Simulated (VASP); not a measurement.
Input for VASP

File POSCAR:
```
MoSi
1.0
  3.0226865745   0.0000000000   0.0000000000
  0.0000000000   3.0226865745   0.0000000000
  0.0000000000   0.0000000000   3.0226865745
Mo Si
1 1
direct
  0.0000000000   0.0000000000   0.0000000000
  0.5000000000   0.5000000000   0.5000000000
```

### INCAR
```
SYSTEM = MoSi
PREC = Accurate; ENCUT = 400; LREAL = .FALSE.
LASPH = .TRUE.
EDIFF = 1E-6; NELM = 100; ALGO = Normal
LMAXMIX = 4
ISMEAR = 1; SIGMA = 0.1
GGA = PS
IBRION = 2; NSW = 60; ISIF = 3
EDIFFG = -0.01
LWAVE = .FALSE.; LCHARG = .FALSE.
```

**KPOINTS**
```
Automatic mesh
0
Gamma
11 11 11
0 0 0
```

POTCAR, in this order: Mo_sv Si (PBE.64 set). Program: vasp_std.

Problem. Translate this PBEsol calculation to Quantum ESPRESSO's pw.x.

Solution. One equivalent input (not run):
```
&CONTROL
  calculation = 'vc-relax'
  pseudo_dir = './pseudo'
  outdir = './out'
  tprnfor = .true.
  tstress = .true.
  nstep = 60
  forc_conv_thr = 0.00039
/
&SYSTEM
  ibrav = 0
  nat = 2
  ntyp = 2
  ecutwfc = 80
  occupations = 'smearing'
  smearing = 'methfessel-paxton'
  degauss = 0.00735
  input_dft = 'pbesol'
/
&ELECTRONS
  conv_thr = 7.3e-08
  electron_maxstep = 100
/
&IONS
/
&CELL
/
ATOMIC_SPECIES
  Mo 95.950 Mo.upf
  Si 28.085 Si.upf
CELL_PARAMETERS angstrom
     3.0226866    0.0000000    0.0000000
     0.0000000    3.0226866    0.0000000
    -0.0000000   -0.0000000    3.0226866
ATOMIC_POSITIONS crystal
  Mo   0.0000000  0.0000000  0.0000000
  Si   0.5000000  0.5000000  0.5000000
K_POINTS automatic
  11 11 11 0 0 0
```
Limits of the translation: the potentials are each code's own (VASP's PAW set, PseudoDojo norm-conserving files in pw.x), so ENCUT and ecutwfc are chosen apart and not converted; conv_thr bounds pw.x's estimated SCF error, while EDIFF bounds the energy change between steps; forc_conv_thr acts on force components and is met together with etot_conv_thr.

The structure was generated: MoSi was put into the CsCl type type (Pm-3m), which need not be its known phase. This run relaxes it. Symmetry was kept, so distortions that lower it aren't found. The start is the result of an earlier pass.
